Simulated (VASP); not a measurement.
These are PBE GGA, VASP's PBE PAW potentials (set 64) (plane waves; VASP) values and carry that method's errors.

A VASP calculation is set up with these files.

### KPOINTS
```
k-points along high-symmetry lines
15
Line-mode
Reciprocal
  0.000000   0.000000   0.000000 ! GAMMA
 -0.500000  -0.500000   0.000000 ! X

 -0.500000  -0.500000   0.000000 ! X
 -0.375000  -0.375000   0.250000 ! U

 -0.375000  -0.000000   0.375000 ! K
  0.000000   0.000000   0.000000 ! GAMMA

  0.000000   0.000000   0.000000 ! GAMMA
 -0.000000  -0.000000   0.500000 ! L

 -0.000000  -0.000000   0.500000 ! L
 -0.500000  -0.250000   0.250000 ! W

 -0.500000  -0.250000   0.250000 ! W
 -0.500000  -0.500000   0.000000 ! X
```

### INCAR
```
! general
SYSTEM  =  BN
PREC    =  Accurate
ENCUT   =  520   ! plane-wave cut-off (eV)
LREAL   =  .False.
LASPH   =  .True.
ICHARG  =  11   ! fixed density

! electronic loop
EDIFF   =  1E-6
NELM    =  100   ! most electronic steps
ALGO    =  Normal

! smearing
ISMEAR  =  0   ! Gaussian
SIGMA   =  0.05   ! width (eV)

! functional
GGA     =  PE   ! PBE

! output
LWAVE   =  .False.
LCHARG  =  .False.
```

POSCAR:
```
BN
1
    0.0000000000     1.8127176363     1.8127176363
    1.8127176363    -0.0000000000     1.8127176363
    1.8127176363     1.8127176363    -0.0000000000
B N
1 1
Direct
  0.0000000000   0.0000000000   0.0000000000
  0.2500000000   0.2500000000   0.2500000000
```

POTCAR, in this order: B N (PBE.64 set). Program: vasp_std. Read from the step before: CHGCAR.

Output

**OSZICAR**
```
       N       E                     dE             d eps       ncg     rms          rms(c)
DAV:   1     0.128373178854E+02    0.12837E+02   -0.53322E+03  1464   0.991E+02
DAV:   2    -0.152829500850E+02   -0.28120E+02   -0.26230E+02  1976   0.168E+02
DAV:   3    -0.154696795745E+02   -0.18673E+00   -0.18673E+00  1728   0.175E+01
DAV:   4    -0.154698343290E+02   -0.15475E-03   -0.15475E-03  1952   0.424E-01
DAV:   5    -0.154698344047E+02   -0.75729E-07   -0.75727E-07  1592   0.759E-03
DAV:   6    -0.154698344049E+02   -0.15081E-09   -0.15089E-09  1760   0.266E-04
   1 F= -.15469834E+02 E0= -.15469834E+02  d E =-.854600E-12
```

OUTCAR:
```
 val. band max:        7.2968453220   @ k =   0.0000   0.0000   0.0000

 cond. band min:      11.7469402963   @ k =  -0.5000  -0.5000   0.0000



 k-point     1 :       0.0000    0.0000    0.0000
  band No.  band energies     occupation
      1     -12.8359      2.00000
      2       7.2968      2.00000
      3       7.2968      2.00000
      4       7.2968      2.00000
      5      16.0755      0.00000
      6      16.0755      0.00000
      7      16.0755      0.00000
      8      17.5059      0.00000

 k-point     2 :      -0.0357   -0.0357    0.0000
  band No.  band energies     occupation
      1     -12.7947      2.00000
      2       7.1823      2.00000
      3       7.1890      2.00000
      4       7.1890      2.00000
      5      15.9993      0.00000
      6      16.2178      0.00000
      7      16.2178      0.00000
      8      17.6425      0.00000

 k-point     3 :      -0.0714   -0.0714    0.0000
  band No.  band energies     occupation
      1     -12.6713      2.00000
      2       6.8538      2.00000
      3       6.8884      2.00000
      4       6.8884      2.00000
      5      15.8093      0.00000
      6      16.6211      0.00000
      7      16.6211      0.00000
      8      17.9914      0.00000

 k-point     4 :      -0.1071   -0.1071    0.0000
  band No.  band energies     occupation
      1     -12.4669      2.00000
      2       6.3493      2.00000
      3       6.4493      2.00000
      4       6.4493      2.00000
      5      15.5515      0.00000
      6      17.2298      0.00000
      7      17.2298      0.00000
      8      18.4414      0.00000

 k-point     5 :      -0.1429   -0.1429    0.0000
  band No.  band energies     occupation
      1     -12.1829      2.00000
      2       5.7117      2.00000
      3       5.9302      2.00000
      4       5.9302      2.00000
      5      15.2432      0.00000
      6      17.9829      0.00000
      7      17.9829      0.00000
      8      18.8742      0.00000
...
```

The density is held fixed in this step, so its total energy and stress have no physical meaning.

The compound is BN in the zinc blende structure. It was relaxed first.
